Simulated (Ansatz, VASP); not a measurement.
# Cross-check of Ta between VASP and Ansatz

Aim: how closely do two programs agree when they are given the same cell, functional and k mesh? The structure shown is the end of the Ansatz relaxation below.

Calculated with Ansatz 0.2.0; plane waves, with VASP 6.6.1 beside it; single point at PBEsol.

### 1. The structure

The structure is cubic, space group Im-3m (No. 229). Conventional cell: a = 3.282 Å, b = 3.282 Å, c = 3.282 Å, α = 90.00°, β = 90.00°, γ = 90.00°. Ta has 8 Ta at 2.84 Å nearest. That group holds within 0.01 Å; judged at 0.001 Å it is I4/mmm (No. 139).

Structure file:

```cif
data_structure
_symmetry_space_group_name_H-M 'Im-3m'
_symmetry_Int_Tables_number 229
_cell_length_a 3.2819
_cell_length_b 3.2819
_cell_length_c 3.2819
_cell_angle_alpha 90.000
_cell_angle_beta 90.000
_cell_angle_gamma 90.000
_cell_volume 35.35
loop_
_atom_site_label
_atom_site_type_symbol
_atom_site_symmetry_multiplicity
_atom_site_Wyckoff_symbol
_atom_site_fract_x
_atom_site_fract_y
_atom_site_fract_z
_atom_site_occupancy
Ta1 Ta 2 a 0.00000 0.00000 0.00000 1
```

### 2. Ansatz: relaxation, PBEsol

Ansatz runs on its PAW soft_1 files.

This run makes the geometry at which the two programs are then compared.

File input.yaml:

```yaml
crystal:
  lattice:
    - [3.280594, 0.0, 0.0]
    - [0.0, 3.280594, 0.0]
    - [0.0, 0.0, 3.280594]
  atoms:
    - { symbol: Ta, position: [0.0, 0.0, 0.0] }
    - { symbol: Ta, position: [0.5, 0.5, 0.5] }
kpoints:
  mp_grid: { grid: [13, 13, 13] }
scf:
  occupations: { method: fermi_dirac, width: 0.05 }
hamiltonian:
  xc: pbesol
  pseudopotentials: { kind: paw, azcp: { folder: soft_1 }, xc_functional: pbe }
basis:
  ecutwfc: 600
output:
  forces: true
  stress: true
relax:
  f_tol: 0.005
  max_steps: 70
  cell: { stress_tol: 0.02, p_target: 0, fix: [a, b, alpha, beta, gamma] }
```

Started as:

```console
$ ansatz run input.yaml --threads 4 --pin off --max-ram 10240MiB --backend cpu --events-out ev --progress --plain --runs-dir out
```

Numbers of over 12 decimals in the logs are rounded to 6 here.

Output:

```text
Warning: crystal.symmetry: narrowed to the stabiliser of the fixed cell quantities (relax.cell.fix) — unitary ops 96 → 32. The narrowing is safe, since a smaller group never makes results wrong: the run goes on under it, on as many k-points as the starting group would need, or more. Excluded: 64 operations that would move a fixed cell quantity at a test strain (relax.cell.fix fixes a, b, alpha, beta, gamma). The cell can leave their symmetry as it relaxes.
Engine: ansatz 0.2.0, aarch64-unknown-linux-gnu
Pseudopotentials: kind: paw
Pseudopotential: Ta, paw, valence charge 13, recommended cutoff 420 eV (normal), soft_1/Ta.paw.azcp
Functional definition: PBEsol
  exchange = pbesol_x
  correlation = pbesol_c
Crystal: 2 atoms, lattice volume = 35.307 Å³
Basis set: ecut = 600 eV, 1189 PW (Γ), exchange–correlation on 54×54×54 points (8 copies of the dense FFT grid, shifted against one another)
Bands: 17, of which v1, the nominal top of the filled ones, is band 13 counted from 1 (12 counted from 0)
Symmetry: 32 space group operations
k-points: 196 of 2197
Non-local potential: Ta, projectors of the file, l = 0: 3, l = 1: 2, l = 2: 2, l = 3: 1
PAW form: soft (Blöchl's): semilocal exchange-correlation on the pseudo side does not see the compensation charge
PAW frozen core: Ta, regenerated for the run's functional, and the local potential with it (the file was generated under x = pbe(κ = 0.804, μ = 0.219515), c = pbe(β = 0.066725))
PAW one-centre angular grid: Ta, 590 points (default); XC on 64 Gauss nodes
Initial density: superposition of atomic densities (chi_scale 0.1, normalization cell)
Initial wavefunctions: pseudopotential atomic-orbital guess
Functional: x = pbesol(κ = 0.804, μ = 0.123457), c = pbesol(β = 0.046)
SCF iter   1: F=—  HF=-19615.076814 eV  |F-HF|=—  |Δ(HF+E_count)|=         —  Δρ=4.18e-2  dr2=6.42e-1  ethr=3.10e-3  ⟨swp⟩=5.0  Hψ=13908  notcnv=0
preconditioner: auto → none  [metal: Δε(μ)=0.014 eV  Ē_g=5.261 eV  σ=0.050 eV  W_gap=0.07  n_scr=6 (ndim 8)  ℏωp=19.8 eV  f_vac=0.000  D(μ)=2.70/eV (n_scr^D=26)  sad-step TF]
SCF iter   2: F=—  HF=-19614.914209 eV  |F-HF|=—  |Δ(HF+E_count)|=   1.63e-1  Δρ=2.62e-2  dr2=2.43e-1  ethr=2.47e-3  ⟨swp⟩=2.0  Hψ=5606  notcnv=0
SCF iter   3: F=—  HF=-19614.823740 eV  |F-HF|=—  |Δ(HF+E_count)|=   9.05e-2  Δρ=1.12e-3  dr2=2.61e-4  ethr=9.33e-4  ⟨swp⟩=2.4  Hψ=6346  notcnv=0
SCF iter   4: F=—  HF=-19614.823645 eV  |F-HF|=—  |Δ(HF+E_count)|=   9.50e-5  Δρ=8.82e-5  dr2=8.01e-7  ethr=1.00e-6  ⟨swp⟩=2.5  Hψ=5739  notcnv=0
SCF iter   5: F=—  HF=-19614.823641 eV  |F-HF|=—  |Δ(HF+E_count)|=   3.76e-6  Δρ=6.28e-6  dr2=2.26e-9  ethr=3.08e-9  ⟨swp⟩=2.0  Hψ=5495  notcnv=0
SCF iter   6: F=-19614.823641 eV  HF=-19614.823641 eV  |F-HF|=2.91e-11  |Δ(HF+E_count)|=  4.69e-10  Δρ=2.85e-7  dr2=2.31e-11  ethr=8.70e-12  ⟨swp⟩=1.6  Hψ=9898  notcnv=0
SCF 1 converged in 6 iterations: F = -19614.823641 eV  dr2 = 2.31e-11
  greatest PAW one-centre occupation: 0.999 electrons in one spin orbital (limit 2), on the Ta atom at site 1 (counted from 0), in its partial waves of l = 0
relax step   1: F+E_penalty+E_count = -19614.82364095 eV  Δ(F+E_penalty+E_count) = +0.000e0 eV  max|allowed force component| = 3.333e-29 eV/Å  Δτ_max = 0.0000 Å  P = +0.327 GPa  Ω = 35.307 Å³  fix = [a, b, alpha, beta, gamma]  reactions: a +0.327, b +0.327 GPa  (6 SCF iters, dr2 threshold 1.00e-7 eV, accepted)
[...]
relax step   2: F+E_penalty+E_count = -19614.82350230 eV  Δ(F+E_penalty+E_count) = +1.387e-4 eV  max|allowed force component| = 1.282e-29 eV/Å  Δτ_max = 0.0000 Å  P = -0.398 GPa  Ω = 35.432 Å³  energy of the carried Pulay correction = -3.485e-6 eV  fix = [a, b, alpha, beta, gamma]  (6 SCF iters, dr2 threshold 2.00e-7 eV, rejected (line search))
[...]
relax step   3: F+E_penalty+E_count = -19614.82368117 eV  Δ(F+E_penalty+E_count) = -4.021e-5 eV  max|allowed force component| = 3.017e-29 eV/Å  Δτ_max = 0.0000 Å  P = +0.088 GPa  Ω = 35.348 Å³  energy of the carried Pulay correction = -1.143e-6 eV  fix = [a, b, alpha, beta, gamma]  reactions: a +0.133, b +0.133 GPa  (6 SCF iters, accepted)
[...]
relax step   4: F+E_penalty+E_count = -19614.82368233 eV  Δ(F+E_penalty+E_count) = -1.158e-6 eV  max|allowed force component| = 9.072e-30 eV/Å  Δτ_max = 0.0000 Å  P = +0.088 GPa  Ω = 35.348 Å³  fix = [a, b, alpha, beta, gamma]  reactions: a +0.133, b +0.133 GPa  stress off target by 2.21e-3 GPa on what of the cell is left free  SCF on the basis re-selected at this cell (its energy is not comparable with the rows above)  (7 SCF iters)
basis re-selected at this cell: Δ(F+E_penalty+E_count) = -1.158e-6 eV, ΔP = +0.000 GPa vs the last step (what re-selecting the basis moved, of the pressure what is left beyond the Pulay correction that the steps carried, after the strain that the cell walked since its last selection, with what the two solves' SCF thresholds leave and, on support functions, any second-order correction that the steps lacked; it is no m [...]
SCF converged after 7 iterations
Free energy (F): -19614.823682 eV
Harris-Foulkes:  -19614.823682 eV  (|F-HF|=0.00e0)
Internal energy: -19614.799877 eV  (E = F + TS)
E sigma→0 (E₀):  -19614.811780 eV
Entropy (-TS):   -0.023806 eV (-11.903 meV/atom)
Fermi energy:    18.719584 eV
--- Per-component energies (eV) ---
  E_band       = -203.320683
  E_kinetic    = 788.496806
  E_local      = -1077.262138  (includes V_loc(G=0)·N_el)
  E_nonlocal   = -17.279819
  E_hartree    = 390.217342
  E_xc         = -638.228173
  E_vxc        = -467.729597  (∫ρ·V_xc dr)
  E_paw        = -16362.634857  (= ΣΔE_a)
  E_vpaw       = -209.980669  (= ΣTr[D̂ρ^β])
  E_aug_tail   = 0.000049  (compensation charges beyond the density's cutoff)
  E_ewald      = -2698.536513
  E_core_change = 0.427426  (= ΣΔE_core)
  E_smearing   = -0.023806  (= −TS)
  E_closure    = 0.000000  (closes the sum)
  Σ components = -19614.823682   (vs F -19614.823682, Δ=0.00e0)
--- Forces (eV/Å), atoms counted from 1 ---
  atom   1  Ta     0.00000000    -0.00000000    -0.00000000
  atom   2  Ta     0.00000000    -0.00000000    -0.00000000
  max |Σ_I F_I| component: 3.23e-29 eV/Å
--- Stress (GPa, compression-positive) ---
        0.133045      -0.000000       0.000000
       -0.000000       0.133045      -0.000000
        0.000000      -0.000000      -0.002210
  P = ⅓ Tr σ = 0.0880 GPa (0.880 kbar)
--- Relaxed structure (3 steps of the walk, 2 accepted, 1 SCFs on fresh bases) ---
  F+E_penalty+E_count = -19614.82368233 eV   max|allowed force component| = 9.072e-30 eV/Å   (the final SCF, on the basis selected at the relaxed cell)
  cell:  # Å, volume = 35.3476 Å³
    - [3.280594, 0, 0.0]
    - [0, 3.280594, 0.0]
    - [0.0, 0.0, 3.284395]
  atoms:
    - { symbol: Ta, position: [0.0, 0.0, 0.0] }
    - { symbol: Ta, position: [0.500000, 0.500000, 0.5] }
```

### 3. VASP: single point, PBEsol, pair 1

The same cell, functional, mesh and smearing now go to VASP, with its own data sets.

Lines of VASP's logs that name or quote its potential files are left out, and so is its time.

File INCAR:

```
SYSTEM = Ta
PREC = Accurate
ENCUT = 500
EDIFF = 1E-06
NELM = 120
ISMEAR = -1
SIGMA = 0.05
LREAL = .FALSE.
ALGO = Normal
GGA = PS
NBANDS = 17
LASPH = .TRUE.
LORBIT = 11
LWAVE = .FALSE.
LCHARG = .FALSE.
ISIF = 2
GGA_COMPAT = .FALSE.
KPAR = 2
```

File POSCAR:

```
Ta
1.0
    3.2805940000      0.0000000000      0.0000000000
    0.0000000000      3.2805940000      0.0000000000
    0.0000000000      0.0000000000      3.2843948292
Ta
2
Direct
    0.0000000000      0.0000000000      0.0000000000
    0.5000000000      0.5000000000      0.5000000000
```

File KPOINTS:

```
Automatic mesh
0
Gamma
13 13 13
0 0 0
```

PAW data sets: Ta_pv (PBE family, release 64).

Started as:

```console
$ mpirun -np 2 vasp_std
```

Output:

```text
[banner, memory and clock lines left out]
running    2 mpi-ranks, on    1 nodes
 distrk:  each k-point on    1 cores,    2 groups
 distr:  one band on    1 cores,    1 groups

 POSCAR found type information on POSCAR Ta
 POSCAR found :  1 types and       2 ions
|                                                                             |
|               ----> ADVICE to this user running VASP <----                  |
|                                                                             |
|     You enforced a specific xc type in the INCAR file but a different       |
|     [... a line on the potential file left out ...]
|     I HOPE YOU KNOW WHAT YOU ARE DOING!                                     |
|                                                                             |

 LDA part: xc-table for (Slater+PW92), standard interpolation
 POSCAR, INCAR and KPOINTS ok, starting setup
 FFT: planning ... GRIDC
 FFT: planning ... GRID_SOFT
 FFT: planning ... GRID
 WAVECAR not read
 entering main loop
       N       E                     dE             d eps       ncg     rms          rms(c)
DAV:   1     0.164031560276E+03    0.16403E+03   -0.12455E+04  6672   0.130E+03
DAV:   2    -0.224309788476E+02   -0.18646E+03   -0.18370E+03  8590   0.367E+02
DAV:   3    -0.260853499752E+02   -0.36544E+01   -0.36096E+01  7966   0.492E+01
DAV:   4    -0.261098157411E+02   -0.24466E-01   -0.24429E-01  8229   0.428E+00
DAV:   5    -0.261099953683E+02   -0.17963E-03   -0.17957E-03  7871   0.333E-01    0.202E+01
DAV:   6    -0.253472610771E+02    0.76273E+00   -0.80536E-01  7392   0.817E+00    0.988E+00
DAV:   7    -0.251136680271E+02    0.23359E+00   -0.68423E-01  7969   0.710E+00    0.499E-01
DAV:   8    -0.251101716995E+02    0.34963E-02   -0.12170E-02  7421   0.105E+00    0.176E-01
DAV:   9    -0.251100789401E+02    0.92759E-04   -0.36220E-04  8031   0.178E-01    0.335E-02
DAV:  10    -0.251100726091E+02    0.63311E-05   -0.25563E-05  8236   0.487E-02    0.141E-02
DAV:  11    -0.251100717011E+02    0.90800E-06   -0.22230E-06  6095   0.139E-02
   1 F= -.25110072E+02 E0= -.25098189E+02  d E =-.237657E-01
```

Parts of OUTCAR (step 3):

```text
ion  position               nearest neighbor table
   1  0.000  0.000  0.000-   2 2.84   2 2.84   2 2.84   2 2.84   2 2.84   2 2.84   2 2.84   2 2.84

  LATTYP: Found a simple tetragonal cell.
 ALAT       =     3.2805940000
 C/A-ratio  =     1.0011585796

 Subroutine GETGRP returns: Found 16 space group operations
 (whereof 16 operations were pure point group operations)

The static configuration has the point symmetry D_4h.

 Found    196 irreducible k-points:

   k-points           NKPTS =    196   k-points in BZ     NKDIM =    196   number of bands    NBANDS=     17

   dimension x,y,z NGX =    24 NGY =   24 NGZ =   24
   dimension x,y,z NGXF=    48 NGYF=   48 NGZF=   48

   ENCUT  =  500.0 eV  36.75 Ry    6.06 a.u.   5.98  5.98  5.99*2*pi/ulx,y,z

   NELECT =      22.0000    total number of electrons

 k-points in reciprocal lattice and weights: Automatic mesh
   0.00000000  0.00000000  0.00000000       0.000
   0.07692308  0.00000000  0.00000000       0.002
   0.15384615  0.00000000  0.00000000       0.002
   0.23076923  0.00000000  0.00000000       0.002
   0.30769231  0.00000000  0.00000000       0.002
   0.38461538  0.00000000  0.00000000       0.002
   0.46153846  0.00000000  0.00000000       0.002
   0.07692308  0.07692308  0.00000000       0.002
   0.15384615  0.07692308  0.00000000       0.004
[...]
0.46153846  0.38461538  0.46153846       0.007
   0.46153846  0.46153846  0.46153846       0.004

 average (electrostatic) potential at core
       1 -36.0271       2 -36.0271

 E-fermi :   5.4630

 k-point     1 :       0.0000    0.0000    0.0000
  band No.  band energies     occupation
    ...
      5     -27.4772      2.00000
      6     -27.4772      2.00000
      7      -2.5276      2.00000
      8       1.5460      2.00000
      9       1.5496      2.00000
     10       6.1879      0.00000
     11       6.1879      0.00000
     12       6.2028      0.00000
     13       9.5206      0.00000
     14       9.5414      0.00000
    ...

 k-point     2 :       0.0769    0.0000    0.0000
  band No.  band energies     occupation
    ...
      5     -27.4898      2.00000
      6     -27.4894      2.00000
      7      -2.3908      2.00000
      8       1.6188      2.00000
      9       1.6556      2.00000
     10       6.1673      0.00000
     11       6.1821      0.00000
     12       6.2521      0.00000
     13       9.3013      0.00000
     14       9.6050      0.00000
    ...

 k-point     3 :       0.1538    0.0000    0.0000
  band No.  band energies     occupation
    ...
      5     -27.5259      2.00000
      6     -27.5254      2.00000
      7      -1.9910      2.00000
      8       1.8341      2.00000
      9       1.9475      2.00000
     10       6.1214      0.00000
     11       6.1359      0.00000
     12       6.4436      0.00000
     13       8.6717      0.00000
     14       9.8302      0.00000
    ...

  Total        0.0704371      0.0704371      0.0404404      0.0000000      0.0000000      0.0000000
  in kB        3.1926517      3.1926517      1.8330125      0.0000000      0.0000000      0.0000000
  external PRESSURE =       2.7394386 kB  Pullay stress =       0.0000000 kB

  energy-cutoff  :      500.00
  volume of cell :       35.35
      direct lattice vectors                 reciprocal lattice vectors
     3.280594000  0.000000000  0.000000000     0.304822846  0.000000000  0.000000000
     0.000000000  3.280594000  0.000000000     0.000000000  0.304822846  0.000000000
     0.000000000  0.000000000  3.284394829     0.000000000  0.000000000  0.304470093

 POSITION                                       TOTAL-FORCE (eV/Angst)
 -----------------------------------------------------------------------------------
      0.00000      0.00000      0.00000         0.000000      0.000000      0.000000
      1.64030      1.64030      1.64220         0.000000     -0.000000     -0.000000
 -----------------------------------------------------------------------------------
    total drift:                                0.000000      0.000000     -0.000000

  FREE ENERGIE OF THE ION-ELECTRON SYSTEM (eV)
  ---------------------------------------------------
  free  energy   TOTEN  =       -25.1100717011 eV

  energy  without entropy=      -25.0863060323  energy(sigma->0) =      -25.09818887

 total charge
# of ion       s       p       d       tot
------------------------------------------
    1        0.374   6.174   2.422   8.971
    2        0.374   6.174   2.422   8.971
--------------------------------------------------
tot          0.749  12.349   4.844  17.942

[... 3 further parts left out ...]
```

The run ends at a pressure of 0.27 GPa.

### 4. Differences

Known differences besides the potentials themselves: the data sets hold 26 valence electrons in Ansatz (on its PAW soft_1 files) and 22 in VASP; the cutoff is 600 eV in Ansatz and 500 eV in VASP; Ansatz makes its cores anew for this functional, VASP keeps those of its PBE data sets; Ansatz's pressure holds a Pulay correction, VASP's none. Total energies have different zeros and are not compared.

Compared:

```csv
quantity,Ansatz,VASP,difference
pressure (GPa),0.09,0.27,-0.19
```

### 5. Ansatz: relaxation, PBEsol

This run makes the geometry at which the two programs are then compared. The cell compared in this pair holds 34.56 Å³, against 35.35 Å³ for the pair before.

The structure compared here is the end of the Ansatz relaxation.

input.yaml, the sections that differ from step 2:

```yaml
crystal:
  lattice:
    - [3.18217618, 0.0, 0.0]
    - [0.0, 3.18217618, 0.0]
    - [0.0, 0.0, 3.339644692]
  atoms:
    - { symbol: Ta, position: [0.0, 0.0, 0.0] }
    - { symbol: Ta, position: [0.5, 0.5, 0.5] }
output:
  forces: true
  stress: true
  write_density: true
  write_potential: true
  elf: true
  volumetric_format: npy
# kpoints, scf, hamiltonian, basis, relax: as in step 2
```

Started as:

```console
$ ansatz run input.yaml --threads 4 --pin off --max-ram 10240MiB --backend cpu --events-out ev --progress --plain --runs-dir out
```

Output:

```text
[...]
Crystal: 2 atoms, lattice volume = 33.818 Å³
Basis set: ecut = 600 eV, 1117 PW (Γ), exchange–correlation on 54×54×54 points (8 copies of the dense FFT grid, shifted against one another)
Bands: 17, of which v1, the nominal top of the filled ones, is band 13 counted from 1 (12 counted from 0)
Symmetry: 32 space group operations
[...]
k-points: 196 of 2197
[...]
k-point 195: bands = [... 9 lower, 17.6010, 17.8870, 17.9953, 18.2499, 18.3168, 23.9677, 23.9784, 24.8671]
--- Relaxed structure (4 steps of the walk, 3 accepted, 1 SCFs on fresh bases) ---
[...]
cell:  # Å, volume = 34.5620 Å³
    - [3.18217618, 0, 0.0]
    - [0, 3.18217618, 0.0]
    - [0.0, 0.0, 3.413112]
  atoms:
    - { symbol: Ta, position: [0.0, 0.0, 0.0] }
    - { symbol: Ta, position: [0.5, 0.5, 0.500000] }
[key lines of the parts left out:]
SCF converged after 8 iterations
Free energy (F): -19614.769968 eV
Fermi energy:    19.231465 eV
P = ⅓ Tr σ = 5.2924 GPa (52.924 kbar)
```

### 6. VASP: single point, PBEsol, pair 2

The same cell, functional, mesh and smearing now go to VASP, with its own data sets.

INCAR is that of step 3.

File POSCAR:

```
Ta
1.0
    3.1821761800      0.0000000000      0.0000000000
    0.0000000000      3.1821761800      0.0000000000
    0.0000000000      0.0000000000      3.4131118935
Ta
2
Direct
    0.0000000000      0.0000000000      0.0000000000
    0.5000000000      0.5000000000      0.5000000000
```

KPOINTS is that of step 3.

Started as:

```console
$ mpirun -np 2 vasp_std
```

Output:

```text
[banner, memory and clock lines left out]
running    2 mpi-ranks, on    1 nodes
[...]
[... a notice as in an earlier step ...]

 LDA part: xc-table for (Slater+PW92), standard interpolation
 POSCAR, INCAR and KPOINTS ok, starting setup
[...]
entering main loop
       N       E                     dE             d eps       ncg     rms          rms(c)
DAV:   1     0.164214376405E+03    0.16421E+03   -0.12454E+04  6664   0.130E+03
DAV:   2    -0.223100471268E+02   -0.18652E+03   -0.18366E+03  8558   0.366E+02
DAV:   3    -0.259894588264E+02   -0.36794E+01   -0.36420E+01  7868   0.495E+01
DAV:   4    -0.260143368798E+02   -0.24878E-01   -0.24836E-01  8193   0.425E+00
[...]
DAV:   9    -0.250549025765E+02    0.76600E-04   -0.32036E-04  7978   0.172E-01    0.359E-02
DAV:  10    -0.250548978869E+02    0.46897E-05   -0.22569E-05  8305   0.461E-02    0.142E-02
DAV:  11    -0.250548969585E+02    0.92833E-06   -0.19109E-06  5510   0.130E-02
   1 F= -.25054897E+02 E0= -.25044009E+02  d E =-.217762E-01
```

[end of part 1 of 2]

[Lines on the potential files, build, host, timing and source positions are cut from VASP's logs without a mark.]

[Logs are printed without paths, hosts, clocks, repeated set-up lines and the standing remarks that a program may print on its own settings, such as how far it seeks lower states.]

[Hosts, paths, dates, database ids (printed as entryN), source tags and the programs' standing remarks are cut or masked in the printed files.]
